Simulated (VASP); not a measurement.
Data:

```xyz
3
Lattice="0.0000 2.9748 2.9748 2.9748 0.0000 2.9748 2.9748 2.9748 0.0000" Properties=species:S:1:pos:R:3 pbc="T T T"
Pb     0.0000     2.9748     2.9748
F      1.4874     1.4874     1.4874
F      4.4622     4.4622     4.4622
```

These are modified Becke-Johnson potential (mBJ) with spin-orbit coupling, VASP's PBE PAW potentials (set 64) (plane waves; VASP) values and carry that method's errors. Run with 450 eV cut-off, 6×6×6 Γ-centred mesh, Gaussian smearing of 0.050 eV, potentials Pb_d F.

mBJ is a potential without an energy functional, so only the levels count.

Give the energies of bands 19 to 32 at the high-symmetry points, in eV from the valence-band maximum.

```tsv
band	Γ	X	U	L	W
19	-2.80	-3.58	-3.42	-2.99	-2.93
20	-2.80	-3.58	-3.42	-2.99	-2.93
21	-2.80	-2.07	-2.42	-2.88	-2.87
22	-2.80	-2.07	-2.42	-2.88	-2.87
23	-2.48	-2.06	-2.17	-2.52	-2.11
24	-2.48	-2.06	-2.17	-2.52	-2.11
25	-2.35	-2.02	-2.06	-2.51	-2.00
26	-2.35	-2.02	-2.06	-2.51	-2.00
27	-2.35	-0.07	-0.03	-0.16	0.00
28	-2.35	-0.07	-0.03	-0.16	0.00
29	6.46	5.50	6.06	6.01	6.27
30	6.46	5.50	6.06	6.01	6.27
31	8.87	8.50	8.05	8.28	7.89
32	8.87	8.50	8.05	8.28	7.89
```

The gap is indirect, 5.50 eV, from the valence maximum at W to the conduction minimum at X.

The compound is PbF2 in the fluorite structure, the β form. It was relaxed first. The cell's shape comes from a PBE relaxation.
